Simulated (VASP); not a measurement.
F2SiClBr: single point with PBE

The system is F2SiClBr, in a box.

```
F Si Cl Br
1.0
    12.00000    0.00000    0.00000
     0.00000   12.00000    0.00000
     0.00000    0.00000   12.00000
F Si Cl Br
2 1 1 1
Direct
  0.60641 0.37906 0.50934
  0.44097 0.45195 0.61884
  0.49972 0.45466 0.50181
  0.39575 0.39141 0.38682
  0.54899 0.62444 0.46323
```

```json
{"Program": "VASP 6.6.1", "Task": "single point", "Functional": "PBE", "Potentials or basis": "VASP PAW PBE potentials, release 64 (F, Si, Cl, Br)", "Cutoff": "520 eV", "k mesh": "1 × 1 × 1", "Occupations": "gaussian, width 0.01 eV", "Spin": "no spin polarisation", "Further INCAR settings": "ALGO = Normal; EDIFF = 1e-07; NBANDS = 24"}
```

```yaml
Largest_force: 0.878 eV/Å
Gap_between_the_frontier_levels: 6.32 eV
```

Forces on the atoms (eV/Å):
```
F    0.714 -0.508  0.047
F   -0.394 -0.019  0.782
Si  -0.221  0.376 -0.579
Cl  -0.177 -0.114 -0.193
Br   0.078  0.266 -0.057
```

Levels at points of the mesh, in eV from the valence-band top:
```tsv
k point	band 12	band 13	band 14	band 15	band 16	band 17	band 18	band 19	band 20	band 21
(0.00, 0.00, 0.00)	-1.86	-1.06	-0.90	-0.11	0.00	6.32	7.47	7.72	8.03	8.09
```

Wall time 92 s on 1 thread of Intel(R) Xeon(R) 6975P-C (Granite Rapids), with other jobs on the host, peak memory 1.3 GiB.
